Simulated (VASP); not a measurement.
Calculation: PBE GGA, VASP's PBE PAW potentials (set 64) (plane waves; VASP).

A VASP calculation is set up with these files.

File KPOINTS:
```
Automatic
0
Gamma
 8 8 8
0.5 0.5 0.5
```

### INCAR
```
# general
SYSTEM=SiO2
PREC  =Accurate
ENCUT =200
LREAL =.FALSE.
LASPH =.TRUE.

# electronic loop
EDIFF =1E-04
NELM  =100
ALGO  =Normal

# smearing
ISMEAR=1
SIGMA =0.5

# functional
GGA   =PE

# ions
ISIF  =2

# output
LWAVE =.FALSE.
LCHARG=.FALSE.
```

### POSCAR
```
SiO2
1
    4.9002250000     0.0000000000     0.0000000000
   -2.4501130000     4.2437200000     0.0000000000
    0.0000000000     0.0000000000     5.4150060000
Si O
3 6
Direct
  0.5310900000   0.5310900000   0.0000000000
  0.4689100000   0.0000000000   0.3333330000
  0.0000000000   0.4689100000   0.6666670000
  0.2692200000   0.4133900000   0.7848900000
  0.5866100000   0.8558300000   0.1182230000
  0.1441700000   0.7307800000   0.4515570000
  0.4133900000   0.2692200000   0.2151100000
  0.8558300000   0.5866100000   0.8817770000
  0.7307800000   0.1441700000   0.5484430000
```

POTCAR, in this order: Si O (PBE.64 set). Program: vasp_std.

Output of the run:

OSZICAR:
```
       N       E                     dE             d eps       ncg     rms          rms(c)
DAV:   1     0.153921257002E+03    0.15392E+03   -0.15678E+04  9498   0.726E+02
DAV:   2    -0.650331915980E+02   -0.21895E+03   -0.21415E+03 10674   0.238E+02
DAV:   3    -0.734970395964E+02   -0.84638E+01   -0.84368E+01  9787   0.524E+01
DAV:   4    -0.735821563867E+02   -0.85117E-01   -0.85011E-01  9995   0.527E+00
DAV:   5    -0.735837185953E+02   -0.15622E-02   -0.15617E-02  9722   0.649E-01    0.240E+01
DAV:   6    -0.715124011798E+02    0.20713E+01   -0.11992E+00  9722   0.515E+00    0.138E+01
DAV:   7    -0.711672431185E+02    0.34516E+00   -0.69922E-01  9288   0.426E+00    0.169E+00
DAV:   8    -0.711545305299E+02    0.12713E-01   -0.77294E-02  9727   0.149E+00    0.632E-01
DAV:   9    -0.711552906732E+02   -0.76014E-03   -0.46478E-03  9682   0.391E-01    0.199E-01
DAV:  10    -0.711554260870E+02   -0.13541E-03   -0.22723E-04  6322   0.918E-02    0.206E-02
DAV:  11    -0.711554688288E+02   -0.42742E-04   -0.15786E-04  6151   0.631E-02
   1 F= -.71155469E+02 E0= -.71182934E+02  d E =0.823956E-01
```

OUTCAR:
```
------------------------ aborting loop because EDIFF is reached ----------------------------------------
  FORCE on cell =-STRESS in cart. coord.  units (eV):
  Direction    XX          YY          ZZ          XY          YZ          ZX
  --------------------------------------------------------------------------------------
  Total     -114.5676171   -114.5676530   -114.2839738      0.0000135      0.0000000     -0.0000000
  in kB    -1630.0869746  -1630.0874860  -1626.0512520      0.0001921      0.0000000     -0.0000000
  external PRESSURE =   -1628.7419042 kB  Pullay stress =       0.0000000 kB
  volume of cell :      112.61
      direct lattice vectors                 reciprocal lattice vectors
     4.900225000  0.000000000  0.000000000     0.204072262  0.117821181  0.000000000
    -2.450113000  4.243720000  0.000000000     0.000000000  0.235642314  0.000000000
     0.000000000  0.000000000  5.415006000     0.000000000  0.000000000  0.184672002
 POSITION                                       TOTAL-FORCE (eV/Angst)
 -----------------------------------------------------------------------------------
      1.30123      2.25380      0.00000        -0.032896     -0.056978      0.000000
      2.29776      0.00000      1.80500         0.065792     -0.000000     -0.000000
     -1.14888      1.98992      3.61001        -0.032896      0.056978      0.000000
      0.30639      1.75431      4.25018         0.460493     -0.758532     -0.620783
      0.77764      3.63190      0.64018         0.426661      0.778065     -0.620783
     -1.08403      3.10123      2.44518        -0.887154     -0.019533     -0.620783
      1.36608      1.14249      1.16482        -0.887154      0.019533      0.620783
      2.75650      2.48941      4.77483         0.460493      0.758532      0.620783
      3.22775      0.61182      2.96982         0.426662     -0.778065      0.620783
 -----------------------------------------------------------------------------------
    total drift:                                0.002372     -0.001767     -0.000005
  FREE ENERGIE OF THE ION-ELECTRON SYSTEM (eV)
  ---------------------------------------------------
  free  energy   TOTEN  =       -71.1554688288 eV

  energy  without entropy=      -71.2378644267  energy(sigma->0) =      -71.18293403
```
(Selected blocks of OUTCAR.)

At this cut-off the stress carries a Pulay error, which pulls relaxed volumes low.

The structure comes from a computed database's SiO2 entry; how it stands against other phases isn't given here. The cell was not relaxed at this level. The run is one of a series of settings (EDIFF = 1E-04, ENCUT = 200, ISMEAR = 1, SIGMA = 0.5, KPOINTS 8×8×8 Γ-centred mesh shifted by (0.5, 0.5, 0.5) against the base run), some of them coarse on purpose.
